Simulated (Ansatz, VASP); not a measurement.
# NaLiICl: VASP beside Ansatz

Contents of INCAR:

```
ALGO = Normal
EDIFF = 1E-7
ENCUT = 520
ISIF = 2
ISMEAR = 0
LASPH = T
LCHARG = T
LELF = T
LREAL = F
LVHAR = T
LWAVE = F
NBANDS = 20
NELM = 80
PREC = Accurate
SIGMA = 0.05
```

KPOINTS

```
k-points
0
Gamma
  6 6 4
```

Contents of POSCAR:

```
NaLiICl
1.0
    3.9279705600      0.0000000000      0.0000000000
    0.0000000000      3.9279705600      0.0000000000
    0.0000000000      0.0000000000      6.2153440000
Na Li I Cl
1 1 1 1
Direct
    0.5000000000      0.5000000000      0.5000000000
    0.0000000000      0.0000000000      0.0000000000
    0.5000000000      0.5000000000      0.0000000000
    0.0000000000      0.0000000000      0.5000000000
```

Input for Ansatz:

```yaml
crystal:
  lattice:
    - [3.92797056, 0.0, 0.0]
    - [0.0, 3.92797056, 0.0]
    - [0.0, 0.0, 6.215344]
  atoms:
    - { symbol: Na, position: [0.5, 0.5, 0.5] }
    - { symbol: Li, position: [0.0, 0.0, 0.0] }
    - { symbol: I, position: [0.5, 0.5, 0.0] }
    - { symbol: Cl, position: [0.0, 0.0, 0.5] }
basis:
  ecutwfc: 420
kpoints:
  mp_grid: { grid: [6, 6, 4] }
hamiltonian:
  xc: lda
scf:
  occupations: { method: gaussian, width: 0.05 }
output:
  forces: true
  stress: true
  eigenvalues: true
```

Change from the starting cell: strain -0.040 along x and y, +0.000 along z, atoms carried along.

Alike in both runs: task single point; functional LDA; k mesh 6 × 6 × 4; occupations gaussian, width 0.05 eV; no spin polarisation.

|  | VASP | Ansatz |
| --- | --- | --- |
| version | VASP 6.6.1 | Ansatz 0.2.0 |
| potentials or method | VASP PAW LDA potentials, release 64 (Na_pv, Li_sv, I, Cl) | scalar-relativistic, plane waves, PAW |
| plane-wave cutoff (eV) | 520 | 420 |
| valence electrons in the cell | 24 | 36 |

VASP gave:

| Property | Result |
| --- | --- |
| gap on the k mesh at the Fermi level (eV) | 3.98 |
| least direct gap on the mesh (eV) | 4.32 |

Q: What did Ansatz give for the same quantities?

A: gap on the k mesh at the Fermi level (eV): 3.97; least direct gap on the mesh (eV): 4.34.

The two sets of potentials don't hold the same shells in valence.

Caveats: spin-orbit coupling is left out, which moves the levels of the heavy elements. A k mesh can miss the band edges.
